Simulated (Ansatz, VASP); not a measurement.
# Al11Ga7N18 (random wurtzite alloy of AlN and GaN) in two plane-wave programs, part 2 of 2

Aim: how closely do two programs agree when they are given the same cell, functional and k mesh? The cell is taken from a series of runs on this material, whose earlier steps may have relaxed, scaled, displaced or heated it; both programs get it as it stands.

VASP 6.6.1 and Ansatz 0.2.0.

So far. Step 2 (VASP: single point, PBE): The run ends at a pressure of 6.17 GPa, with forces up to 4.0 eV/Å.

### Step 3. Ansatz: single point, PBE

Level of this step: Ansatz beside VASP: Kohn-Sham DFT, plane waves, PBE (Ansatz).

Ansatz runs on its default PAW (the set named soft_2) files.

The same cell, functional, mesh and smearing now go to Ansatz, which takes its cutoff from its data sets.

Input file input.yaml:

```yaml
crystal:
  lattice:
    - [9.4257, 0.0, 0.0]
    - [-4.71285, 8.1629, 0.0]
    - [0.0, 0.0, 10.1218]
  atoms:
    - { symbol: Al, position: [0.00688, 0.98581, 0.00412] }
    - { symbol: "N", position: [0.09875, 0.20506, 0.05072] }
    - { symbol: Al, position: [0.09534, 0.199, 0.2324] }
    - { symbol: "N", position: [0.99155, 0.99678, 0.30784] }
    - { symbol: Ga, position: [0.994, 0.99616, 0.49556] }
    - { symbol: "N", position: [0.1143, 0.18862, 0.57467] }
    - { symbol: Al, position: [0.10555, 0.22543, 0.74956] }
    - { symbol: "N", position: [0.02533, 0.02315, 0.82348] }
    - { symbol: Al, position: [0.00439, 0.32345, 0.00345] }
    - { symbol: "N", position: [0.11028, 0.54216, 0.05631] }
    - { symbol: Al, position: [0.11865, 0.56572, 0.24781] }
    - { symbol: "N", position: [0.00536, 0.33849, 0.29162] }
    - { symbol: Ga, position: [0.01312, 0.33569, 0.49373] }
    - { symbol: "N", position: [0.11483, 0.54843, 0.56063] }
    - { symbol: Al, position: [0.12775, 0.55987, 0.75449] }
    - { symbol: "N", position: [0.01121, 0.34545, 0.81036] }
    - { symbol: Al, position: [0.99648, 0.65199, 0.99835] }
    - { symbol: "N", position: [0.10898, 0.8837, 0.05837] }
    - { symbol: Al, position: [0.11255, 0.88518, 0.24445] }
    - { symbol: "N", position: [0.00248, 0.66559, 0.30352] }
    - { symbol: Ga, position: [0.99607, 0.66243, 0.49625] }
    - { symbol: "N", position: [0.11103, 0.88977, 0.56199] }
    - { symbol: Ga, position: [0.10845, 0.89139, 0.75211] }
    - { symbol: "N", position: [0.01848, 0.66664, 0.80973] }
    - { symbol: Al, position: [0.32415, 0.00701, 0.99603] }
    - { symbol: "N", position: [0.43699, 0.22522, 0.05959] }
    - { symbol: Al, position: [0.42688, 0.20674, 0.24415] }
    - { symbol: "N", position: [0.31298, 0.98592, 0.30462] }
    - { symbol: Al, position: [0.32702, 0.99928, 0.50252] }
    - { symbol: "N", position: [0.45388, 0.22338, 0.56714] }
    - { symbol: Al, position: [0.46035, 0.24753, 0.75036] }
    - { symbol: "N", position: [0.33795, 0.02054, 0.81519] }
    - { symbol: Al, position: [0.32453, 0.32874, 0.99555] }
    - { symbol: "N", position: [0.44257, 0.54049, 0.07413] }
    - { symbol: Al, position: [0.43455, 0.544, 0.25592] }
    - { symbol: "N", position: [0.30772, 0.30825, 0.3108] }
    - { symbol: Ga, position: [0.32038, 0.32428, 0.49874] }
    - { symbol: "N", position: [0.41922, 0.54153, 0.5647] }
    - { symbol: Al, position: [0.44754, 0.56326, 0.74272] }
    - { symbol: "N", position: [0.33072, 0.33756, 0.79804] }
    - { symbol: Ga, position: [0.35504, 0.67148, 0.00267] }
    - { symbol: "N", position: [0.445, 0.90559, 0.05889] }
    - { symbol: Al, position: [0.43459, 0.87095, 0.25321] }
    - { symbol: "N", position: [0.32972, 0.6572, 0.29242] }
    - { symbol: Al, position: [0.34897, 0.67281, 0.4919] }
    - { symbol: "N", position: [0.42627, 0.89045, 0.55909] }
    - { symbol: Ga, position: [0.4602, 0.91845, 0.75425] }
    - { symbol: "N", position: [0.35798, 0.68402, 0.80086] }
    - { symbol: Ga, position: [0.67545, 0.01215, 0.99965] }
    - { symbol: "N", position: [0.7935, 0.24176, 0.05969] }
    - { symbol: Ga, position: [0.77748, 0.23152, 0.24577] }
    - { symbol: "N", position: [0.64964, 0.00445, 0.30879] }
    - { symbol: Ga, position: [0.66527, 0.00938, 0.4909] }
    - { symbol: "N", position: [0.78549, 0.21576, 0.57122] }
    - { symbol: Al, position: [0.79352, 0.23815, 0.75564] }
    - { symbol: "N", position: [0.6791, 0.01478, 0.81441] }
    - { symbol: Al, position: [0.66606, 0.33334, 0.02477] }
    - { symbol: "N", position: [0.77959, 0.56075, 0.06587] }
    - { symbol: Al, position: [0.78455, 0.56652, 0.2525] }
    - { symbol: "N", position: [0.65862, 0.34987, 0.29451] }
    - { symbol: Ga, position: [0.67428, 0.34054, 0.49672] }
    - { symbol: "N", position: [0.78411, 0.55604, 0.57082] }
    - { symbol: Al, position: [0.78075, 0.55972, 0.75547] }
    - { symbol: "N", position: [0.6653, 0.32373, 0.82131] }
    - { symbol: Ga, position: [0.66438, 0.66431, 0.99977] }
    - { symbol: "N", position: [0.76761, 0.88398, 0.04576] }
    - { symbol: Ga, position: [0.7505, 0.87072, 0.26265] }
    - { symbol: "N", position: [0.63955, 0.64695, 0.31022] }
    - { symbol: Al, position: [0.65731, 0.65713, 0.50659] }
    - { symbol: "N", position: [0.75842, 0.87604, 0.56634] }
    - { symbol: Ga, position: [0.78531, 0.89008, 0.7535] }
    - { symbol: "N", position: [0.65816, 0.65759, 0.81598] }
kpoints:
  mp_grid: { grid: [1, 1, 1] }
hamiltonian:
  xc: pbe
scf:
  occupations: { method: gaussian, width: 0.05 }
output:
  forces: true
  stress: true
  populations: true
  dos:
    method: { smearing: { sigma: 0.15 } }
    de: 0.1
    projected: { site_lists: { Al: [Al], Ga: [Ga], "N": ["N"] } }
  eigenvalues: true
  write_density: true
  write_potential: true
  volumetric_format: npy
  elf: true
```

Launch:

```sh
$ ansatz run input.yaml --threads 4 --pin off --max-ram 8192MiB --backend cpu --events-out ev --progress --plain --runs-dir out
```

Numbers of over 12 decimals in the logs are rounded to 6 here.

The log of the run:

```text
Engine: ansatz 0.2.0, aarch64-unknown-linux-gnu
Pseudopotentials: kind: paw
Pseudopotential: Al, paw, valence charge 3, recommended cutoff 420 eV (normal), Al.paw.azcp
Pseudopotential: N, paw, valence charge 5, recommended cutoff 420 eV (normal), N.paw.azcp
Pseudopotential: Ga, paw, valence charge 13, recommended cutoff 420 eV (normal), Ga.paw.azcp
Functional definition: PBE
  parameter kappa = 0.804
  parameter beta = 0.066725
  exchange = pbe_x(kappa = kappa, mu = beta*pi^2/3)
  correlation = pbe_c(beta = beta)
Crystal: 72 atoms, lattice volume = 778.782 Å³
Basis set: ecut = 420 eV, 15249 PW (Γ), exchange–correlation on 128×128×144 points (8 copies of the dense FFT grid, shifted against one another)
Bands: 286, of which v1, the nominal top of the filled ones, is band 214 counted from 1 (213 counted from 0)
Symmetry: 1 space group operations
Space group: P1 (ITA 1), of the structure as read, at distance tolerance 9.2e-5 Å
k-points: 1
Non-local potential: Al, projectors of the file, l = 0: 2, l = 1: 2, l = 2: 1
Non-local potential: N, projectors of the file, l = 0: 2, l = 1: 2, l = 2: 1
Non-local potential: Ga, projectors of the file, l = 0: 2, l = 1: 2, l = 2: 3, l = 3: 1
PAW form: soft (Blöchl's): semilocal exchange-correlation on the pseudo side does not see the compensation charge
PAW one-centre angular grid: Al, 110 points (default); XC on 64 Gauss nodes
PAW one-centre angular grid: N, 110 points (default); XC on 64 Gauss nodes
PAW one-centre angular grid: Ga, 590 points (default); XC on 64 Gauss nodes
Initial density: superposition of atomic densities (neutral atoms: chi_scale 0, normalization atom), corrected by the library's trained network
Initial wavefunctions: pseudopotential atomic-orbital guess
Functional: x = pbe(κ = 0.804, μ = 0.219515), c = pbe(β = 0.066725)
SCF iter   1: F=—  HF=-78671.604706 eV  |F-HF|=—  |Δ(HF+E_count)|=         —  Δρ=5.04e-3  dr2=2.30e-1  ethr=1.77e-3  ⟨swp⟩=5.0  Hψ=1053  notcnv=0  defer=55
preconditioner: auto → Resta (q_TF=auto, 2.469 Å⁻¹)  ε∞=4.3  [insulator: Δε(μ)=2.779 eV  Ē_g=15.076 eV  σ=0.050 eV  W_gap=1.00  n_scr=210 (ndim 8)  ℏωp=27.5 eV  f_vac=0.000  D(μ)=0.00/eV (n_scr^D=0)  ε∞_Penn≈4.3]
SCF iter   2: F=—  HF=-78671.563975 eV  |F-HF|=—  |Δ(HF+E_count)|=   4.07e-2  Δρ=2.19e-3  dr2=4.84e-2  ethr=5.37e-5  ⟨swp⟩=3.0  Hψ=543  notcnv=0  defer=63
SCF iter   3: F=—  HF=-78671.557949 eV  |F-HF|=—  |Δ(HF+E_count)|=   6.03e-3  Δρ=5.68e-4  dr2=4.28e-3  ethr=1.13e-5  ⟨swp⟩=2.0  Hψ=325  notcnv=0  defer=63
SCF iter   4: F=—  HF=-78671.557810 eV  |F-HF|=—  |Δ(HF+E_count)|=   1.39e-4  Δρ=1.64e-4  dr2=2.24e-4  ethr=1.00e-6  ⟨swp⟩=2.0  Hψ=364  notcnv=0  defer=63
SCF iter   5: F=—  HF=-78671.557798 eV  |F-HF|=—  |Δ(HF+E_count)|=   1.22e-5  Δρ=8.70e-5  dr2=4.95e-5  ethr=5.23e-8  ⟨swp⟩=2.0  Hψ=432  notcnv=0  defer=63
SCF iter   6: F=—  HF=-78671.558788 eV  |F-HF|=—  |Δ(HF+E_count)|=   9.90e-4  Δρ=2.26e-5  dr2=4.57e-6  ethr=1.16e-8  ⟨swp⟩=2.0  Hψ=500  notcnv=0  defer=68
SCF iter   7: F=—  HF=-78671.558789 eV  |F-HF|=—  |Δ(HF+E_count)|=   7.14e-7  Δρ=6.50e-6  dr2=3.86e-7  ethr=1.07e-9  ⟨swp⟩=2.0  Hψ=325  notcnv=0  defer=68
SCF iter   8: F=-78671.558789 eV  HF=-78671.558789 eV  |F-HF|=5.21e-9  |Δ(HF+E_count)|=   8.22e-8  Δρ=1.51e-6  dr2=2.01e-8  ethr=2.34e-11  ⟨swp⟩=17.0  Hψ=2171  notcnv=0
SCF 1 converged in 8 iterations: F = -78671.558789 eV  dr2 = 2.01e-8
  greatest PAW one-centre occupation: 0.996 electrons in one spin orbital (limit 2), on the Ga atom at site 4 (counted from 0), in its partial waves of l = 2
SCF converged after 8 iterations
Free energy (F): -78671.558789 eV
Harris-Foulkes:  -78671.558789 eV  (|F-HF|=5.21e-9)
Internal energy: -78671.558789 eV  (E = F + TS)
E sigma→0 (E₀):  -78671.558789 eV
Fermi energy:    9.828902 eV
--- Per-component energies (eV) ---
  E_band       = 136.047760
  E_kinetic    = 6987.204557
  E_local      = -40353.868784  (includes V_loc(G=0)·N_el)
  E_nonlocal   = 7864.468867
  E_hartree    = 18267.665612
  E_xc         = -4044.360361
  E_vxc        = -4254.300733  (∫ρ·V_xc dr)
  E_paw        = -42783.907750  (= ΣΔE_a)
  E_vpaw       = -6642.789493  (= ΣTr[D̂ρ^β])
  E_aug_tail   = 0.002012  (compensation charges beyond the density's cutoff)
  E_ewald      = -24608.762940
  E_smearing   = -0.000000  (= −TS)
  E_closure    = 0.000000  (closes the sum)
  Σ components = -78671.558789   (vs F -78671.558789, Δ=0.00e0)
--- Forces (eV/Å), atoms counted from 1 ---
  atom   1  Al    -3.34939295     0.65038735    -0.89303329
  atom   2  N      1.38620069     0.35418047     0.61679831
  atom   3  Al    -0.44391031     2.22409125     1.67529795
  atom   4  N     -0.22285483    -1.90548997    -1.02354703
  atom   5  Ga    -0.15303597    -2.25085296     0.08679867
  atom   6  N     -2.26582056     3.36847436    -0.44226679
  atom   7  Al     1.45069286     0.40023464     0.72618873
  atom   8  N     -1.72802550    -2.60857513    -0.58596562
  atom   9  Al    -0.73450159     1.64564535    -0.99706882
  atom  10  N      0.01458750     1.53085606     0.43288271
  atom  11  Al    -0.80922845    -2.40455067    -1.52794555
  atom  12  N      0.55493256    -0.59538578     1.50233756
  atom  13  Ga    -0.25395459    -1.37193935    -0.06808320
  atom  14  N      0.53089750     1.60622770    -0.28683014
  atom  15  Al     0.29353347     0.79832124    -0.75537746
  atom  16  N      0.09485175    -0.81619275     0.51925940
  atom  17  Al     0.76131991     0.62641183     0.04800499
  atom  18  N      1.01309653    -1.38759344     0.60815039
  atom  19  Al    -2.17900891    -0.64981765     0.00023241
  atom  20  N     -0.61757812     0.30888566     0.16409764
  atom  21  Ga     1.71828018     0.80697381     0.95089005
  atom  22  N     -0.18746276    -0.90671522    -0.84849901
  atom  23  Ga     1.29936076     0.64032371    -0.09575807
  atom  24  N     -2.36028190    -0.41309966     0.56724392
[...]
atom  65  Ga    -0.35437079    -0.89766653     0.89257910
  atom  66  N      1.80602726     0.79451675     2.30991415
  atom  67  Ga     0.99164257     1.64992252    -2.06366535
  atom  68  N      2.62825733     1.22389761     2.31137719
  atom  69  Al    -0.15428170    -0.34807272     0.07842604
  atom  70  N      0.56160896    -0.23302997    -1.65640323
  atom  71  Ga    -0.52662854     0.76381288     1.11768557
  atom  72  N      1.29482984     0.34262052    -2.28154710
  max |Σ_I F_I| component: 7.12e-5 eV/Å
--- Stress (GPa, compression-positive) ---
        6.266107      -0.441536       0.993431
       -0.441525       7.297982       0.687763
        0.993428       0.687776       5.798980
  P = ⅓ Tr σ = 6.4544 GPa (64.544 kbar)
--- Band table (eV) ---
  k-point 0: bands = [... 210 lower, 8.2617, 8.3572, 8.4594, 8.4759, 11.1819, 12.5644, 12.7612, 12.8488, ... 68 higher]
--- Löwdin populations: 72 sites ---
  site symbol       q [e]
     0     Al      1.8661
     1      N      6.0669
     2     Al      1.8805
     3      N      5.8884
     4     Ga     12.2260
     5      N      5.8308
     6     Al      1.8516
     7      N      5.8962
     8     Al      1.8479
     9      N      5.9654
    10     Al      1.8568
    11      N      5.8642
    12     Ga     12.2853
    13      N      5.8589
    14     Al      1.8672
    15      N      6.0548
    16     Al      1.8928
    17      N      6.0626
    18     Al      1.8749
    19      N      5.9824
    20     Ga     12.2379
    21      N      5.8341
    22     Ga     12.2371
    23      N      5.9490
[...]
64     Ga     12.2229
    65      N      5.8104
    66     Ga     12.2574
    67      N      5.9559
    68     Al      1.9221
    69      N      5.8227
    70     Ga     12.2342
    71      N      5.8946
  spilling = 0.004666 (of n_electrons = 428.000000)
```

### Step 4. Side by side

Known differences besides the potentials themselves: the cutoff is 420 eV in Ansatz and 600 eV in VASP (PREC = Accurate, projectors in real space). Total energies have different zeros and are not compared.

Compared:

```
              quantity  Ansatz   VASP  difference
        pressure (GPa)    6.45   6.17       +0.28
gap on the k mesh (eV)   2.706  2.709      -0.003
```

Forces on 9 of the 72 atoms, those with the largest forces and the largest differences (eV/Å; atoms numbered as in POSCAR):

```
atom          Ansatz x, y, z            VASP x, y, z
 Al1   -3.349, 0.650, -0.893   -3.366, 0.658, -0.895
Al16   -1.569, 2.957, -1.897   -1.576, 2.958, -1.900
 N25   -2.266, 3.368, -0.442   -2.267, 3.323, -0.462
 N26  -1.728, -2.609, -0.586  -1.722, -2.600, -0.578
 N36     2.728, 1.234, 1.329     2.747, 1.248, 1.340
 N41    2.395, 1.719, -1.740    2.407, 1.724, -1.741
 N43    0.345, -0.996, 0.984    0.326, -0.981, 1.001
 N56     2.628, 1.224, 2.311     2.642, 1.223, 2.321
Ga59   -0.153, -2.251, 0.087   -0.134, -2.194, 0.107
```

The forces differ by 11 meV/Å r.m.s., which is 0.9 % of the r.m.s. force of 1.223 eV/Å (both taken over all components). A gap on the mesh is an upper bound, since the band edges may lie between its points.

### Step 5. Results

- r.m.s. force difference (single point, PBE): 0.88 % of the r.m.s. force

In words: The r.m.s. force difference is 0.88 % of the r.m.s. force (single point, PBE), within the 3 % picked in this series as the mark of a large difference. How closely two codes agree says nothing of how well the functional describes the real material.

[Lines on the potential files, build, host, timing and source positions are cut from VASP's logs without a mark.]

[Logs are printed without paths, hosts, clocks, repeated set-up lines and the standing remarks that a program may print on its own settings, such as how far it seeks lower states.]

[Hosts, paths, dates, database ids (printed as entryN), source tags and the programs' standing remarks are cut or masked in the printed files.]
